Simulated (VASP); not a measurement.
```
La2O3
1.0
    2.00128    -3.46632     0.00000
    2.00128     3.46632     0.00000
    0.00000     0.00000     6.34611
La O
2 3
Direct
  0.33333   0.66667   0.24755
  0.66667   0.33333   0.75245
  0.00000   0.00000   0.00000
  0.33333   0.66667   0.64584
  0.66667   0.33333   0.35416
```

All values below come from vdW-DF2, VASP's PBE PAW potentials (set 64) (plane waves; VASP). Numerical set-up: 520 eV cut-off, Gaussian smearing of 0.050 eV, potentials La O.

Problem. Give the energies of bands 12 to 23 at the high-symmetry points, in eV from the valence-band maximum.

Solution. 
```
band      Γ      M      K      A      L      H
----  -----  -----  -----  -----  -----  -----
12    -2.01  -2.04  -1.47  -2.31  -2.65  -2.03
13    -2.01  -1.70  -1.45  -2.31  -1.81  -2.03
14    -1.91  -1.68  -1.45  -2.28  -1.34  -1.50
15    -1.91  -1.15  -1.14  -1.63  -0.95  -1.14
16    -1.87  -0.68  -1.14  -1.63  -0.89  -1.14
17    -1.43  -0.60  -0.66  -0.83  -0.89  -0.51
18    -0.26  -0.56  -0.66  -0.64  -0.55  -0.25
19    -0.26  -0.38  -0.63  -0.20  -0.31  -0.25
20    -0.01  -0.22  -0.13  -0.20   0.00  -0.21
21     3.98   3.78   3.83   4.30   4.15   4.07
22     4.45   4.36   4.46   4.47   4.32   4.53
23     4.45   4.68   4.46   4.47   4.63   4.53
```

The gap is indirect, 3.78 eV, from the valence maximum at L to the conduction minimum at M.

The compound is La2O3 in the a-type structure. It was relaxed first, which changed the volume by +7 %.
